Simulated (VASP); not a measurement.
# HfSi2B4: band structure with PBE

Crystal: HfSi2B4.

```xyz
14
Lattice="5.4787 0.0000 0.0000 0.0000 3.1037 0.0000 -0.0247 0.0000 9.3026" Properties=species:S:1:pos:R:3 pbc="T T T"
Hf    5.3422    0.0000    9.2527
Hf    2.6159    1.5519    9.2733
Si    1.0379    0.0000    3.5231
Si    4.2210    0.0000    3.6351
Si    3.9532    1.5519    5.5182
Si    2.1036    0.0000    5.6050
B     0.7890    1.5519    7.6049
B     3.5275    0.0000    7.6101
B     1.6628    0.0000    7.5621
B     4.4616    1.5519    7.5015
B     1.7379    0.0000    1.6614
B     4.4652    1.5519    1.6792
B     0.8061    1.5519    1.7540
B     3.5486    0.0000    1.7345
```

The cell was built by a generator and needn't be a form met in nature.

```json
{"Program": "VASP 6.6.1", "Task": "band structure", "Functional": "PBE", "Potentials or basis": "VASP PAW PBE potentials, release 64 (Hf_pv, Si, B)", "Cutoff": "520 eV", "k mesh": "6 × 10 × 4", "Occupations": "gaussian, width 0.1 eV", "Spin": "no spin polarisation", "Further INCAR settings": "ALGO = Normal; EDIFF = 1e-07; NBANDS = 43"}
```

- Pressure: 0.1 GPa
- Largest force: 0.193 eV/Å
- Band gap along the path: none (metal or under the smearing width)

Forces in eV/Å, atoms in the order of the input:
```
Hf   0.002  0.000  0.006
Hf  -0.004  0.000  0.046
Si  -0.110  0.000  0.017
Si   0.114  0.000  0.156
Si  -0.142  0.000 -0.129
Si   0.162  0.000 -0.004
B   -0.001  0.000  0.000
B   -0.074  0.000 -0.004
B    0.034  0.000  0.000
B    0.019  0.000 -0.011
B    0.004  0.000 -0.068
B    0.018  0.000  0.024
B   -0.017  0.000  0.047
B   -0.003  0.000 -0.080
```

Stress tensor (GPa, compression positive):
```
-0.92  0.00 -0.24
 0.00  1.35  0.00
-0.24  0.00 -0.21
```

Levels at the corners of the path, in eV from the Fermi level:
| point | band 28 | band 29 | band 30 | band 31 | band 32 | band 33 | band 34 | band 35 |
| --- | --- | --- | --- | --- | --- | --- | --- | --- |
| Γ | -0.44 | 0.14 | 1.11 | 1.38 | 1.79 | 2.01 | 2.06 | 2.62 |
| Y | -0.54 | 0.94 | 1.07 | 1.74 | 1.81 | 1.97 | 2.13 | 2.18 |
| Y | -0.54 | 0.94 | 1.07 | 1.74 | 1.81 | 1.97 | 2.13 | 2.18 |
| H | -1.38 | -0.09 | 0.72 | 1.26 | 1.93 | 2.35 | 2.69 | 2.83 |
| H | -1.38 | -0.09 | 0.72 | 1.26 | 1.93 | 2.35 | 2.69 | 2.83 |
| C | -1.38 | -0.09 | 0.72 | 1.26 | 1.93 | 2.35 | 2.69 | 2.83 |
| C | -1.38 | -0.09 | 0.72 | 1.26 | 1.93 | 2.35 | 2.69 | 2.83 |
| E | -1.83 | -1.80 | -0.72 | -0.60 | 0.21 | 1.15 | 1.25 | 2.05 |
| E | -1.83 | -1.80 | -0.72 | -0.60 | 0.21 | 1.15 | 1.25 | 2.05 |
| M1 | -1.83 | -1.80 | -0.72 | -0.60 | 0.21 | 1.15 | 1.25 | 2.05 |
| M1 | -1.83 | -1.80 | -0.72 | -0.60 | 0.21 | 1.15 | 1.25 | 2.05 |
| A | -2.50 | -2.22 | -0.81 | -0.66 | 0.50 | 1.16 | 1.25 | 2.45 |
| A | -2.50 | -2.22 | -0.81 | -0.66 | 0.50 | 1.16 | 1.25 | 2.45 |
| X | -0.94 | 0.38 | 0.84 | 1.30 | 1.34 | 1.88 | 2.21 | 2.86 |
| X | -0.94 | 0.38 | 0.84 | 1.30 | 1.34 | 1.88 | 2.21 | 2.86 |
| H1 | -1.38 | -0.09 | 0.72 | 1.26 | 1.93 | 2.35 | 2.69 | 2.83 |
| M | -1.83 | -1.80 | -0.72 | -0.60 | 0.21 | 1.15 | 1.25 | 2.05 |
| D | -2.59 | -1.84 | -0.85 | -0.34 | 0.46 | 1.07 | 1.25 | 1.52 |
| D | -2.59 | -1.84 | -0.85 | -0.34 | 0.46 | 1.07 | 1.25 | 1.52 |
| Z | -2.42 | -1.53 | -1.53 | -0.98 | 0.17 | 1.02 | 1.75 | 2.17 |
| Y | -0.54 | 0.94 | 1.07 | 1.74 | 1.81 | 1.97 | 2.13 | 2.18 |
| D | -2.59 | -1.84 | -0.85 | -0.34 | 0.46 | 1.07 | 1.25 | 1.52 |

Run time: 3.8 min on 4 MPI ranks on Intel(R) Xeon(R) 6975P-C (Granite Rapids), on a shared host, peak memory 0.82 GiB a rank.

Caveat: spin-orbit coupling is left out, which moves the levels of the heavy elements.
